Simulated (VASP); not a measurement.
Here is the system:

Space group P6₃/mmc (No. 194); a = 3.6079 Å, b = 3.6079 Å, c = 5.5563 Å, α = 90.00°, β = 90.00°, γ = 120.00°

```
atom  site  symmetry       x       y       z
----  ----  --------  ------  ------  ------
Ho      2c      -6m2  0.3333  0.6667  0.2500
```

Level of theory: PBE GGA, VASP's PBE PAW potentials (set 64) (plane waves; VASP). Numerical set-up: 480 eV cut-off, 12×12×6 Γ-centred mesh, first-order Methfessel-Paxton smearing of 0.10 eV, potentials Ho_3.

The 4f electrons are frozen in the core of the lanthanide potential, so 4f levels, which can set the real gap, and their magnetism are missing.

Each relaxation starts from this cell; other phases were not tried.

The cell is relaxed at 1 GPa. What happens?

The volume per atom goes from 31.32 to 30.72 Å³ (-1.9 %), and the cell becomes a = 3.583 Å, b = 3.583 Å, c = 5.525 Å, α = 90.00°, β = 90.00°, γ = 120.00°, space group P6_3/mmc.

The cell is relaxed at 15 GPa. What happens?

The volume per atom goes from 31.32 to 24.54 Å³ (-21.7 %), and the cell becomes a = 3.2929 Å, b = 3.2929 Å, c = 5.2257 Å, α = 90.00°, β = 90.00°, γ = 120.00°, space group P6_3/mmc.

Failed runs are left out, and for metals the shear rows, which the mesh's noise covers.

The compound is Ho in the hcp structure.
